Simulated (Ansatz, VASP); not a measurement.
# Cross-check of BN between VASP and Ansatz

Wanted: the spread between two codes on one cell, functional and k mesh. Of the first pair: The cell is taken from a series of runs on this material, whose earlier steps may have relaxed, scaled, displaced or heated it; both programs get it as it stands.

Calculated with Ansatz 0.2.0; plane waves, with VASP 6.6.1 beside it; relaxation of cell and atoms at PBE with D3(BJ) and single point at PBE with D3(BJ).

## 1. Set-up

The structure is hexagonal, space group P6_3/mmc (No. 194). The conventional cell has a = 2.506 Å, b = 2.506 Å, c = 6.616 Å, α = 90.00°, β = 90.00°, γ = 120.00°. Nearest to B lie 3 N at 1.45 Å. Nearest to N lie 3 B at 1.45 Å. Farther neighbours and most contacts between anions are not listed.

Structure file:

```
B N
1.0
     2.50568    0.00000    0.00000
    -1.25284    2.16999    0.00000
     0.00000    0.00000    6.61648
B N
2 2
Cartesian
  0.0000 1.4467 1.6541
  1.2528 0.7233 4.9624
  0.0000 1.4467 4.9624
  1.2528 0.7233 1.6541
```

## 2. Ansatz: relaxation of cell and atoms, PBE with D3(BJ)

Ansatz runs on its PAW soft_1 files.

The relaxed volume is the usual yardstick between codes: in a stiff, nearly cubic crystal its relative difference is about their pressure difference at one cell divided by the bulk modulus.

input.yaml reads:

```yaml
crystal:
  lattice:
    - [2.5056832434, 0.0, 0.0]
    - [-1.2528416217, 2.1699853426, 0.0]
    - [0.0, 0.0, 6.6164831454]
  atoms:
    - { symbol: B, position: [0.3333333333, 0.6666666667, 0.25] }
    - { symbol: B, position: [0.6666666667, 0.3333333333, 0.75] }
    - { symbol: "N", position: [0.3333333333, 0.6666666667, 0.75] }
    - { symbol: "N", position: [0.6666666667, 0.3333333333, 0.25] }
kpoints:
  mp_grid: { grid: [12, 12, 4] }
hamiltonian:
  xc: pbe
  dispersion: d3bj
  pseudopotentials: { kind: paw, azcp: { folder: soft_1 } }
scf:
  occupations: { method: fixed }
output:
  forces: true
  stress: true
  eigenvalues: true
relax:
  adjacent_minimum: "off"
  f_tol: 0.001
  max_steps: 60
  cell: { stress_tol: 0.01 }
```

The run is started by

```sh
$ ansatz run input.yaml --threads 4 --pin off --max-ram 16384MiB --backend cpu --events-out ev --progress --plain --runs-dir out
```

Numbers of over 12 decimals in the logs are rounded to 6 here.

Output:

```text
Engine: ansatz 0.2.0, x86_64-unknown-linux-gnu
Pseudopotentials: kind: paw
Pseudopotential: B, paw, valence charge 3, recommended cutoff 420 eV (normal), soft_1/B.paw.azcp
Pseudopotential: N, paw, valence charge 5, recommended cutoff 420 eV (normal), soft_1/N.paw.azcp
Functional definition: PBE
  parameter kappa = 0.804
  parameter beta = 0.066725
  exchange = pbe_x(kappa = kappa, mu = beta*pi^2/3)
  correlation = pbe_c(beta = beta)
Crystal: 4 atoms, lattice volume = 35.976 Å³
Basis set: ecut = 420 eV, 713 PW (Γ), exchange–correlation on 36×36×90 points (8 copies of the dense FFT grid, shifted against one another)
Bands: 12, of which v1, the nominal top of the filled ones, is band 8 counted from 1 (7 counted from 0)
Symmetry: 24 space group operations
Space group: P63/mmc (ITA 194), of the structure as read, at distance tolerance 3.3e-5 Å
k-points: 57 of 576
Non-local potential: B, projectors of the file, l = 0: 2, l = 1: 2, l = 2: 1
Non-local potential: N, projectors of the file, l = 0: 2, l = 1: 2, l = 2: 1
PAW form: soft (Blöchl's): semilocal exchange-correlation on the pseudo side does not see the compensation charge
PAW one-centre angular grid: B, 110 points (default); XC on 64 Gauss nodes
PAW one-centre angular grid: N, 110 points (default); XC on 64 Gauss nodes
Initial density: superposition of atomic densities (chi_scale 0.1, normalization cell, long waves kept (reshape's long-wave potential 0.01 eV rms))
Initial wavefunctions: pseudopotential atomic-orbital guess
Functional: x = pbe(κ = 0.804, μ = 0.219515), c = pbe(β = 0.066725)
SCF iter   1: F=—  HF=-1088.038951 eV  |F-HF|=—  |Δ(HF+E_count)|=         —  Δρ=1.46e-1  dr2=7.56e0  ethr=3.10e-3  ⟨swp⟩=4.9  Hψ=3631  notcnv=0  defer=88
preconditioner: auto → none  [insulator: Δε(μ)=5.790 eV  Ē_g=17.005 eV  n_scr=4 (ndim 8)  ℏωp=24.8 eV  f_vac=0.000  ε∞_Penn≈3.1]
SCF iter   2: F=—  HF=-1085.640681 eV  |F-HF|=—  |Δ(HF+E_count)|=    2.40e0  Δρ=6.92e-2  dr2=9.32e-1  ethr=3.10e-3  ⟨swp⟩=3.1  Hψ=1960  notcnv=0  defer=111
SCF iter   3: F=—  HF=-1085.398386 eV  |F-HF|=—  |Δ(HF+E_count)|=   2.42e-1  Δρ=2.31e-2  dr2=1.08e-1  ethr=3.10e-3  ⟨swp⟩=2.4  Hψ=1437  notcnv=0  defer=109
SCF iter   4: F=—  HF=-1085.386670 eV  |F-HF|=—  |Δ(HF+E_count)|=   1.17e-2  Δρ=8.46e-3  dr2=1.45e-2  ethr=6.78e-4  ⟨swp⟩=2.0  Hψ=993  notcnv=0  defer=113
SCF iter   5: F=—  HF=-1085.386229 eV  |F-HF|=—  |Δ(HF+E_count)|=   4.41e-4  Δρ=1.26e-3  dr2=2.79e-4  ethr=9.05e-5  ⟨swp⟩=2.8  Hψ=1233  notcnv=0  defer=113
SCF iter   6: F=—  HF=-1085.386312 eV  |F-HF|=—  |Δ(HF+E_count)|=   8.32e-5  Δρ=1.51e-4  dr2=5.31e-6  ethr=1.74e-6  ⟨swp⟩=2.7  Hψ=1203  notcnv=0  defer=113
SCF iter   7: F=—  HF=-1085.386298 eV  |F-HF|=—  |Δ(HF+E_count)|=   1.37e-5  Δρ=7.32e-6  dr2=1.31e-8  ethr=6.25e-10  ⟨swp⟩=5.7  Hψ=4345  notcnv=0
SCF iter   8: F=-1085.386298 eV  HF=-1085.386298 eV  |F-HF|=4.30e-11  |Δ(HF+E_count)|=   1.28e-8  Δρ=4.16e-7  dr2=4.37e-11  ethr=8.18e-11  ⟨swp⟩=1.9  Hψ=2204  notcnv=0
SCF 1 converged in 8 iterations: F = -1085.386298 eV  dr2 = 4.37e-11
  greatest PAW one-centre occupation: 0.800 electrons in one spin orbital (limit 2), on the N atom at site 3 (counted from 0), in its partial waves of l = 0
relax step   1: F+E_penalty+E_count = -1085.38629839 eV  Δ(F+E_penalty+E_count) = +0.000e0 eV  max|allowed force component| = 1.087e-15 eV/Å  Δτ_max = 0.0000 Å  P = +0.026 GPa  Ω = 35.976 Å³  (8 SCF iters, dr2 threshold 1.00e-7 eV, accepted)
[...]
relax step   2: F+E_penalty+E_count = -1085.38631094 eV  Δ(F+E_penalty+E_count) = -1.255e-5 eV  max|allowed force component| = 6.523e-16 eV/Å  Δτ_max = 0.0000 Å  P = +0.010 GPa  Ω = 35.971 Å³  energy of the carried Pulay correction = +1.199e-5 eV  (4 SCF iters, dr2 threshold 4.62e-9 eV, accepted)
[...]
relax step   3: F+E_penalty+E_count = -1085.38631377 eV  Δ(F+E_penalty+E_count) = -2.823e-6 eV  max|allowed force component| = 1.540e-15 eV/Å  Δτ_max = 0.0000 Å  P = +0.000 GPa  Ω = 35.970 Å³  energy of the carried Pulay correction = +1.475e-5 eV  (3 SCF iters, dr2 threshold 6.15e-10 eV, accepted)
[...]
relax step   4: F+E_penalty+E_count = -1085.38630201 eV  Δ(F+E_penalty+E_count) = +1.175e-5 eV  max|allowed force component| = 1.210e-15 eV/Å  Δτ_max = 0.0000 Å  P = -0.000 GPa  Ω = 35.970 Å³  stress off target by 2.04e-3 GPa  SCF on the basis re-selected at this cell (its energy is not comparable with the rows above)  (5 SCF iters)
basis re-selected at this cell: Δ(F+E_penalty+E_count) = +1.175e-5 eV, ΔP = -0.001 GPa vs the last step (what re-selecting the basis moved, of the pressure what is left beyond the Pulay correction that the steps carried, after the strain that the cell walked since its last selection, with what the two solves' SCF thresholds leave and, on support functions, any second-order correction that the steps lacked; it is no m [...]
SCF converged after 5 iterations
Free energy (F): -1085.386302 eV
Harris-Foulkes:  -1085.386302 eV  (|F-HF|=4.55e-13)
Internal energy: -1085.386302 eV  (E = F + TS)
E sigma→0 (E₀):  -1085.386302 eV
Fermi energy:    4.764835 eV
--- Per-component energies (eV) ---
  E_band       = -37.519916
  E_kinetic    = 362.783217
  E_local      = -655.402078  (includes V_loc(G=0)·N_el)
  E_nonlocal   = 86.189302
  E_hartree    = 221.695943
  E_xc         = -183.991749
  E_vxc        = -226.934907  (∫ρ·V_xc dr)
  E_paw        = -414.048309  (= ΣΔE_a)
  E_vpaw       = -47.549175  (= ΣTr[D̂ρ^β])
  E_aug_tail   = 0.001819  (compensation charges beyond the density's cutoff)
  E_ewald      = -502.047928
  E_disp       = -0.566519  (pairwise vdW)
  E_smearing   = -0.000000  (= −TS)
  E_closure    = -0.000000  (closes the sum)
  Σ components = -1085.386302   (vs F -1085.386302, Δ=0.00e0)
--- Forces (eV/Å), atoms counted from 1 ---
  atom   1  B      0.00000000     0.00000000    -0.00000000
  atom   2  B     -0.00000000    -0.00000000     0.00000000
  atom   3  N     -0.00000000     0.00000000    -0.00000000
  atom   4  N      0.00000000    -0.00000000     0.00000000
  max |Σ_I F_I| component: 1.30e-16 eV/Å
--- Stress (GPa, compression-positive) ---
        0.000444      -0.000000      -0.000000
       -0.000000       0.000444       0.000000
       -0.000000       0.000000      -0.002044
  P = ⅓ Tr σ = -0.0004 GPa (-0.004 kbar)
--- Band table (eV; the first three rows and the last of 57) ---
  k-point 0: bands = [... 4 lower, 3.4346, 3.4346, 3.4726, 3.4726, 10.0519, 15.1209, 16.3193, 16.3193]
  k-point 1: bands = [... 4 lower, 3.4403, 3.4403, 3.4676, 3.4676, 10.7584, 14.2300, 16.3376, 16.3376]
  k-point 2: bands = [... 4 lower, 3.4538, 3.4538, 3.4538, 3.4538, 12.4339, 12.4339, 16.3823, 16.3823]
  k-point 56: bands = [... 4 lower, -2.3798, -2.3798, 4.7648, 4.7648, 9.4006, 9.4006, 16.7767, 16.7767]
--- Relaxed structure (3 steps of the walk, 3 accepted, 1 SCFs on fresh bases) ---
  F+E_penalty+E_count = -1085.38630201 eV   max|allowed force component| = 1.210e-15 eV/Å   (the final SCF, on the basis selected at the relaxed cell)
  cell:  # Å, volume = 35.9699 Å³
    - [2.505781, 0, 0]
    - [-1.252891, 2.170070, 0]
    - [0, 0, 6.614882]
  atoms:
    - { symbol: B, position: [0.333333, 0.666667, 0.25] }
    - { symbol: B, position: [0.666667, 0.333333, 0.750000] }
    - { symbol: N, position: [0.333333, 0.666667, 0.750000] }
    - { symbol: N, position: [0.666667, 0.333333, 0.25] }
```

## 3. VASP: relaxation of cell and atoms, PBE with D3(BJ)

The same cell, functional and mesh now go to VASP, with its own data sets.

Lines of VASP's logs that name or quote its potential files are left out, and so is its time.

INCAR reads:

```
SYSTEM = BN
PREC = Accurate
ENCUT = 600
EDIFF = 1E-07
NELM = 120
ISMEAR = 0
SIGMA = 0.01
LREAL = .FALSE.
ALGO = Normal
GGA = PE
IVDW = 12
NBANDS = 14
LORBIT = 11
LWAVE = .FALSE.
LCHARG = .FALSE.
ISIF = 3
IBRION = 2
NSW = 80
EDIFFG = -0.005
LASPH = .TRUE.
GGA_COMPAT = .FALSE.
NELMIN = 4
EFERMI = MIDGAP
KPAR = 2
```

POSCAR reads:

```
BN
1.0
    2.5056830000      0.0000000000      0.0000000000
   -1.2528420000      2.1699850000      0.0000000000
    0.0000000000      0.0000000000      6.6164830000
B N
2 2
Direct
    0.3333338298      0.6666667997      0.2500000000
    0.6666671632      0.3333334663      0.7500000000
    0.3333338298      0.6666667997      0.7500000000
    0.6666671632      0.3333334663      0.2500000000
```

KPOINTS reads:

```
Automatic mesh
0
Gamma
12 12 4
0 0 0
```

PAW data sets: B and N (PBE family, release 64).

The run is started by

```sh
$ mpirun -np 2 vasp_std
```

Output:

```text
[banner, memory and clock lines left out]
running    2 mpi-ranks, on    1 nodes
 distrk:  each k-point on    1 cores,    2 groups
 distr:  one band on    1 cores,    1 groups

 POSCAR found type information on POSCAR B N
 POSCAR found :  2 types and       4 ions
 LDA part: xc-table for (Slater+PW92), standard interpolation
 POSCAR, INCAR and KPOINTS ok, starting setup
 FFT: planning ... GRIDC
 FFT: planning ... GRID_SOFT
 FFT: planning ... GRID
 WAVECAR not read
 entering main loop
       N       E                     dE             d eps       ncg     rms          rms(c)
DAV:   1     0.639046752988E+02    0.63905E+02   -0.88360E+03  1604   0.118E+03
DAV:   2    -0.342927111263E+02   -0.98197E+02   -0.88502E+02  2252   0.267E+02
DAV:   3    -0.386628581111E+02   -0.43701E+01   -0.43451E+01  2070   0.568E+01
DAV:   4    -0.386996907721E+02   -0.36833E-01   -0.36815E-01  1902   0.552E+00
DAV:   5    -0.387001391485E+02   -0.44838E-03   -0.44832E-03  2076   0.598E-01    0.112E+01
DAV:   6    -0.355103779161E+02    0.31898E+01   -0.63464E+00  1974   0.211E+01    0.502E+00
DAV:   7    -0.352360350069E+02    0.27434E+00   -0.53825E-01  2010   0.616E+00    0.312E+00
DAV:   8    -0.351614823817E+02    0.74553E-01   -0.26792E-01  1890   0.370E+00    0.462E-01
DAV:   9    -0.351568262235E+02    0.46562E-02   -0.16430E-02  1836   0.112E+00    0.192E-01
DAV:  10    -0.351577522257E+02   -0.92600E-03   -0.12615E-03  1794   0.293E-01    0.353E-02
DAV:  11    -0.351578587894E+02   -0.10656E-03   -0.12748E-04  1986   0.102E-01    0.249E-02
DAV:  12    -0.351578631680E+02   -0.43786E-05   -0.29204E-05  1704   0.442E-02    0.385E-03
DAV:  13    -0.351578632877E+02   -0.11971E-06   -0.12092E-06  2130   0.856E-03    0.952E-04
DAV:  14    -0.351578633900E+02   -0.10227E-06   -0.17129E-07  1544   0.319E-03    0.237E-04
DAV:  15    -0.351578633901E+02   -0.12597E-09   -0.53768E-09  1194   0.625E-04
   1 F= -.35724166E+02 E0= -.35724166E+02  d E =-.357242E+02
[...]
2 F= -.35724154E+02 E0= -.35724154E+02  d E =0.118828E-04
[...]
3 F= -.35724199E+02 E0= -.35724199E+02  d E =-.335102E-04
[...]
4 F= -.35724243E+02 E0= -.35724243E+02  d E =-.442878E-04
[...]
5 F= -.35724351E+02 E0= -.35724351E+02  d E =-.151426E-03
 curvature:  -3.29 expect dE=-0.544E-04 dE for cont linesearch -0.519E-04
 ZBRENT: increasing intervall
 opt :   8.9163  next Energy=   -35.724451 (dE=-0.251E-03)
 bond charge predicted
       N       E                     dE             d eps       ncg     rms          rms(c)
DAV:   1    -0.351564426293E+02   -0.52216E-03   -0.11886E-01  1608   0.275E+00    0.308E-01
DAV:   2    -0.351532891616E+02    0.31535E-02   -0.43143E-03  1794   0.613E-01    0.131E-01
DAV:   3    -0.351525990112E+02    0.69015E-03   -0.13047E-03  1980   0.279E-01    0.474E-02
DAV:   4    -0.351525164557E+02    0.82555E-04   -0.15448E-04  1992   0.112E-01    0.169E-02
DAV:   5    -0.351525085950E+02    0.78608E-05   -0.31447E-05  1974   0.460E-02    0.930E-03
DAV:   6    -0.351525088012E+02   -0.20626E-06   -0.27381E-06  1896   0.171E-02    0.110E-03
DAV:   7    -0.351525088701E+02   -0.68872E-07   -0.12297E-07  1516   0.312E-03
   6 F= -.35724445E+02 E0= -.35724445E+02  d E =-.245888E-03
 curvature:  -6.35 expect dE=-0.489E-04 dE for cont linesearch -0.530E-06
 trial: gam= 0.30172 g(F)=  0.203E-41 g(S)=  0.769E-05 ort = 0.238E-05 (trialstep = 0.250E+01)
 search vector abs. value=  0.153E-04
 reached required accuracy - stopping structural energy minimisation
```

From OUTCAR (step 3):

```text
ion  position               nearest neighbor table
   1  0.333  0.667  0.250-   4 1.45   4 1.45   4 1.45
   2  0.667  0.333  0.750-   3 1.45   3 1.45   3 1.45
   3  0.333  0.667  0.750-   2 1.45   2 1.45   2 1.45
   4  0.667  0.333  0.250-   1 1.45   1 1.45   1 1.45

  LATTYP: Found a hexagonal cell.
 ALAT       =     2.5056830000
 C/A-ratio  =     2.6405906094

 Subroutine GETGRP returns: Found 24 space group operations
 (whereof 12 operations were pure point group operations)

The static configuration has the point symmetry D_3d.
 The point group associated with its full space group is D_6h.

 Found     57 irreducible k-points:

   k-points           NKPTS =     57   k-points in BZ     NKDIM =     57   number of bands    NBANDS=     14

   dimension x,y,z NGX =    20 NGY =   20 NGZ =   54
   dimension x,y,z NGXF=    40 NGYF=   40 NGZF=  108

   ENCUT  =  600.0 eV  44.10 Ry    6.64 a.u.   5.00  5.00 13.21*2*pi/ulx,y,z

   NELECT =      16.0000    total number of electrons

 k-points in reciprocal lattice and weights: Automatic mesh
   0.00000000  0.00000000  0.00000000       0.002
   0.08333333  0.00000000  0.00000000       0.010
   0.16666667  0.00000000  0.00000000       0.010
   0.25000000  0.00000000  0.00000000       0.010
   0.33333333  0.00000000  0.00000000       0.010
   0.41666667  0.00000000  0.00000000       0.010
   0.50000000  0.00000000  0.00000000       0.005
   0.08333333  0.08333333  0.00000000       0.010
   0.16666667  0.08333333  0.00000000       0.021
[...]
0.33333333  0.25000000  0.50000000       0.021
   0.33333333  0.33333333  0.50000000       0.003

 Edisp (eV)   -0.56843

 average (electrostatic) potential at core
       1 -28.9028       2 -28.9028       3 -64.7952       4 -64.7952

 E-fermi :   4.4911

 k-point     1 :       0.0000    0.0000    0.0000
  band No.  band energies     occupation
    ...
      4      -1.6416      2.00000
      5       1.0255      2.00000
      6       1.0255      2.00000
      7       1.0674      2.00000
      8       1.0674      2.00000
      9       7.6983      0.00000
     10      12.8084      0.00000
     11      13.8805      0.00000
     12      13.8805      0.00000
     13      14.0167      0.00000
    ...

 k-point     2 :       0.0833    0.0000    0.0000
  band No.  band energies     occupation
    ...
      4      -1.4752      2.00000
      5       0.4673      2.00000
      6       0.5055      2.00000
      7       0.7650      2.00000
      8       0.8117      2.00000
      9       7.9471      0.00000
     10      12.6995      0.00000
     11      13.7233      0.00000
     12      13.9363      0.00000
     13      14.4732      0.00000
    ...

 k-point     3 :       0.1667    0.0000    0.0000
  band No.  band energies     occupation
    ...
      4      -0.9861      2.00000
      5      -0.9481      2.00000
      6      -0.9013      2.00000
      7       0.1321      2.00000
      8       0.1879      2.00000
      9       8.5960      0.00000
     10      12.2592      0.00000
     11      13.3230      0.00000
     12      13.4766      0.00000
     13      13.8578      0.00000
    ...

 Edisp (eV)   -0.57194

  Total       0.01769     0.01769    -0.00343    -0.00000    -0.00000     0.00000
  in kB       0.79429     0.79429    -0.15410    -0.00000    -0.00000     0.00000
  external pressure =        0.48 kB  Pullay stress =        0.00 kB

  energy-cutoff  :      600.00
  volume of cell :       35.69
      direct lattice vectors                 reciprocal lattice vectors
     2.506143527 -0.000000000 -0.000000000     0.399019445  0.230374090 -0.000000000
    -1.253072264  2.170383828 -0.000000000     0.000000000  0.460747996 -0.000000000
     0.000000000  0.000000000  6.560919541     0.000000000  0.000000000  0.152417659

 POSITION                                       TOTAL-FORCE (eV/Angst)
 -----------------------------------------------------------------------------------
      0.00000      1.44692      1.64023        -0.000000      0.000000      0.000000
      1.25307      0.72346      4.92069        -0.000000     -0.000000      0.000000
      0.00000      1.44692      4.92069         0.000000     -0.000000     -0.000000
      1.25307      0.72346      1.64023        -0.000000      0.000000      0.000000
 -----------------------------------------------------------------------------------
    total drift:                               -0.000645     -0.000176     -0.000002

  FREE ENERGIE OF THE ION-ELECTRON SYSTEM (eV)
  ---------------------------------------------------
  free  energy   TOTEN  =       -35.7244450945 eV

  energy  without entropy=      -35.7244450945  energy(sigma->0) =      -35.72444509

 reached required accuracy - stopping structural energy minimisation

 total charge
# of ion       s       p       d       tot
------------------------------------------
    1        0.744   1.423   0.000   2.166
    2        0.744   1.423   0.000   2.166
    3        1.223   2.786   0.000   4.009
    4        1.223   2.786   0.000   4.009
--------------------------------------------------
tot          3.932   8.417   0.000  12.350

[... 3 further parts left out ...]
```

The run keeps the 24 symmetry operations of its start, so it cannot find a distortion of lower symmetry.

## 4. Comparison

Known differences besides the potentials themselves: fixed occupations in Ansatz, narrow Gaussian smearing in VASP; the cutoff is 420 eV in Ansatz and 600 eV in VASP; Ansatz adds a Pulay correction to the stress that steers its cell, VASP none. Total energies have different zeros and are not compared.

The two programs side by side:

```csv
quantity,Ansatz,VASP,difference
volume (Å³),35.97,35.69,+0.79 %
"edge a after relaxation, in the typed setting (Å)",2.506,2.506,-0.01 %
"edge c after relaxation, in the typed setting (Å)",6.615,6.561,+0.82 %
```

## 5. Ansatz: relaxation, PBE with D3(BJ)

This run makes the geometry at which the two programs are then compared.

The structure compared here is the end of the Ansatz relaxation.

input.yaml: that of step 2 with these lines changed.

```diff
@@ -2,5 +2,5 @@
   lattice:
-    - [2.5056832434, 0.0, 0.0]
-    - [-1.2528416217, 2.1699853426, 0.0]
-    - [0.0, 0.0, 6.6164831454]
+    - [2.4799451555, 0.0, 0.0]
+    - [-1.2399725778, 2.1476955047, 0.0]
+    - [0.0, 0.0, 6.0780845533]
   atoms:
@@ -26,2 +26,2 @@
   max_steps: 60
-  cell: { stress_tol: 0.01 }
+  cell: { stress_tol: 0.01, fix: [volume] }
```

The run is started by

```sh
$ ansatz run input.yaml --threads 4 --pin off --max-ram 16384MiB --backend cpu --events-out ev --progress --plain --runs-dir out
```

Output:

```text
[...]
Crystal: 4 atoms, lattice volume = 32.373 Å³
Basis set: ecut = 420 eV, 591 PW (Γ), exchange–correlation on 36×36×90 points (8 copies of the dense FFT grid, shifted against one another)
Bands: 12, of which v1, the nominal top of the filled ones, is band 8 counted from 1 (7 counted from 0)
Symmetry: 24 space group operations
[...]
k-points: 57 of 576
[...]
--- Relaxed structure (4 steps of the walk, 4 accepted, 2 SCFs on fresh bases) ---
[...]
cell:  # Å, volume = 32.3729 Å³
    - [2.495520, 2.9048807174205415e-11, 0]
    - [-1.247760, 2.161183, 0]
    - [0, 0, 6.002455]
  atoms:
    - { symbol: B, position: [0.333333, 0.666667, 0.250000] }
    - { symbol: B, position: [0.666667, 0.333333, 0.750000] }
    - { symbol: N, position: [0.333333, 0.666667, 0.750000] }
    - { symbol: N, position: [0.666667, 0.333333, 0.250000] }
[key lines of the parts left out:]
SCF converged after 5 iterations
Free energy (F): -1085.340281 eV
Fermi energy:    6.015504 eV
P = ⅓ Tr σ = 4.9034 GPa (49.034 kbar)
```

[end of part 1 of 2]

[Lines on the potential files, build, host, timing and source positions are cut from VASP's logs without a mark.]

[Logs are printed without paths, hosts, clocks, repeated set-up lines and the standing remarks that a program may print on its own settings, such as how far it seeks lower states.]

[Hosts, paths, dates, database ids (printed as entryN), source tags and the programs' standing remarks are cut or masked in the printed files.]
